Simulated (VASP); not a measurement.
Calculation: PBE GGA, VASP's PBE PAW potentials (set 64) (plane waves; VASP 6.6.1).

A VASP calculation is set up with these files.

KPOINTS:
```
K-points
0
G
  5 5 1
```

POSCAR:
```
Ag16S
1
    5.8654118103     0.0000000000     0.0000000000
    2.9327064122     5.0795965269     0.0000000000
    0.0000000000     0.0000000000    21.3803622366
Ag S
16 1
Direct
  0.0000000000   0.0000000000   0.3320040000
  0.5000000000   0.0000000000   0.3320040000
  0.0000000000   0.5000000000   0.3320040000
  0.5000000000   0.5000000000   0.3320040000
  0.1666670000   0.1666670000   0.4440010000
  0.6666670000   0.1666670000   0.4440010000
  0.1666670000   0.6666670000   0.4440010000
  0.6666670000   0.6666670000   0.4440010000
 -0.1666670000   0.3333330000   0.5559990000
  0.3333330000   0.3333330000   0.5559990000
 -0.1666670000   0.8333330000   0.5559990000
  0.3333330000   0.8333330000   0.5559990000
  0.0000000000   0.0000000000   0.6679960000
  0.5000000000   0.0000000000   0.6679960000
  0.0000000000   0.5000000000   0.6679960000
  0.5000000000   0.5000000000   0.6679960000
  0.3333330000   0.3333330000   0.7391400000
```

**INCAR**
```
# general
SYSTEM =Ag16S
PREC   =Normal
ENCUT  =400
LREAL  =.FALSE.
LASPH  =.TRUE.

# electronic loop
EDIFF  =1E-5
NELM   =100
NELMIN =4
ALGO   =Normal
LMAXMIX=4

# smearing
ISMEAR =1
SIGMA  =0.1

# functional
GGA    =PE

# ions
IBRION =2
NSW    =50
ISIF   =2
EDIFFG =-0.03

# output
LWAVE  =.TRUE.
LCHARG =.FALSE.

# other
LDIPOL =.TRUE.
IDIPOL =3
DIPOL  =0.5 0.5 0.5
```

POTCAR, in this order: Ag S (PBE.64 set). Program: vasp_std.

Estimate the energy per atom (σ→0), band gap (on the k-mesh).

energy per atom (σ→0): -2663 meV/atom
band gap (on the k-mesh): none (metal, semimetal or under 0.01 eV)

### OSZICAR
```
...
       N       E                     dE             d eps       ncg     rms          rms(c)
DAV:   1    -0.452758119134E+02   -0.31749E-04   -0.50581E-01  1090   0.190E+00    0.722E-02
DAV:   2    -0.452761516762E+02   -0.33976E-03   -0.35070E-03  1152   0.251E-01    0.425E-02
DAV:   3    -0.452761985760E+02   -0.46900E-04   -0.10931E-03  1152   0.197E-01    0.375E-02
DAV:   4    -0.452761424062E+02    0.56170E-04   -0.87999E-04   835   0.172E-01    0.231E-02
DAV:   5    -0.452761329879E+02    0.94183E-05   -0.10911E-04   715   0.581E-02    0.796E-03
DAV:   6    -0.452761344570E+02   -0.14691E-05   -0.18374E-05   696   0.195E-02
  12 F= -.45276134E+02 E0= -.45273726E+02  d E =-.355805E-03
```

The cell is a thin slab with vacuum, built from Ag (fcc): (111) face, S adsorbed.
